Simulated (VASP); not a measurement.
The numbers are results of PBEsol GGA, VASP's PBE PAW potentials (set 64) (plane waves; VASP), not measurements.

A VASP calculation is set up with these files.

### KPOINTS
```
Automatic
0
G
11 11 11
0 0 0
```

**INCAR**
```
SIGMA  =  0.1   # width (eV)
NSW  =  30
LASPH  =  T   # aspherical one-centre terms
ISIF  =  2
EDIFF  =  1E-8   # SCF stop (eV)
LREAL  =  F   # projection in real space or not
ENCUT  =  400   # plane-wave cut-off (eV)
LWAVE  =  F
ISMEAR  =  1   # Methfessel-Paxton
GGA  =  PS   # PBEsol
LCHARG  =  F
IBRION  =  1   # quasi-Newton
EDIFFG  =  -0.001
PREC  =  Accurate
NELM  =  100
LMAXMIX  =  6
SYSTEM  =  AuZn
ALGO  =  Normal   # blocked Davidson
```

### POSCAR
```
AuZn
1.0
  3.1270379203   0.0000000000   0.0000000000
  0.0000000000   3.1270379203   0.0000000000
  0.0000000000   0.0000000000   3.1270379203
Zn Au
1 1
Direct
  0.5000000000   0.5000000000   0.5000000000
  0.0000000000   0.0000000000   0.0000000000
```

POTCAR, in this order: Zn Au (PBE.64 set). Program: vasp_std.

Output

File OSZICAR:
```
       N       E                     dE             d eps       ncg     rms          rms(c)
DAV:   1     0.107350693345E+03    0.10735E+03   -0.10106E+04  1751   0.167E+03
DAV:   2    -0.321927030359E+01   -0.11057E+03   -0.10706E+03  1764   0.303E+02
DAV:   3    -0.650919599938E+01   -0.32899E+01   -0.32811E+01  2037   0.628E+01
DAV:   4    -0.652937640160E+01   -0.20180E-01   -0.20177E-01  1904   0.415E+00
DAV:   5    -0.652962584924E+01   -0.24945E-03   -0.24945E-03  2058   0.478E-01    0.926E+00
DAV:   6    -0.599166505919E+01    0.53796E+00   -0.18514E+00  1757   0.171E+01    0.566E+00
DAV:   7    -0.596142477591E+01    0.30240E-01   -0.41361E-02  2348   0.416E+00    0.300E+00
DAV:   8    -0.595105217011E+01    0.10373E-01   -0.85981E-03  2106   0.114E+00    0.122E-01
DAV:   9    -0.595107947407E+01   -0.27304E-04   -0.40412E-04  1935   0.259E-01    0.627E-02
DAV:  10    -0.595108572957E+01   -0.62555E-05   -0.30203E-05  2211   0.993E-02    0.165E-02
DAV:  11    -0.595108548573E+01    0.24383E-06   -0.69463E-06  1988   0.601E-02    0.286E-03
DAV:  12    -0.595108546348E+01    0.22254E-07   -0.13612E-07  2134   0.756E-03    0.229E-03
DAV:  13    -0.595108538139E+01    0.82086E-07   -0.61499E-08  1757   0.688E-03    0.559E-04
DAV:  14    -0.595108539095E+01   -0.95597E-08   -0.70927E-09   952   0.913E-04
   1 F= -.59510854E+01 E0= -.59509065E+01  d E =-.595109E+01
```

**OUTCAR**
```
------------------------ aborting loop because EDIFF is reached ----------------------------------------
  FORCE on cell =-STRESS in cart. coord.  units (eV):
  Direction    XX          YY          ZZ          XY          YZ          ZX
  --------------------------------------------------------------------------------------
  Total        0.0123185      0.0123185      0.0123185     -0.0000000     -0.0000000     -0.0000000
  in kB        0.6454597      0.6454597      0.6454597     -0.0000000     -0.0000000     -0.0000000
  external PRESSURE =       0.6454597 kB  Pullay stress =       0.0000000 kB
  volume of cell :       30.58
      direct lattice vectors                 reciprocal lattice vectors
     3.127037920  0.000000000  0.000000000     0.319791453  0.000000000  0.000000000
     0.000000000  3.127037920  0.000000000     0.000000000  0.319791453  0.000000000
     0.000000000  0.000000000  3.127037920     0.000000000  0.000000000  0.319791453
 POSITION                                       TOTAL-FORCE (eV/Angst)
 -----------------------------------------------------------------------------------
      1.56352      1.56352      1.56352         0.000000      0.000000      0.000000
      0.00000      0.00000      0.00000         0.000000      0.000000      0.000000
 -----------------------------------------------------------------------------------
    total drift:                               -0.000000      0.000000     -0.000000
  FREE ENERGIE OF THE ION-ELECTRON SYSTEM (eV)
  ---------------------------------------------------
  free  energy   TOTEN  =        -5.9510853910 eV

  energy  without entropy=       -5.9505487276  energy(sigma->0) =       -5.95090650

 reached required accuracy - stopping structural energy minimisation
```
(Selected blocks of OUTCAR.)

The compound is AuZn in the CsCl type structure. It was relaxed first. The start is the result of an earlier pass. The electron count is odd and the run is not spin-polarised, which forces a metal.
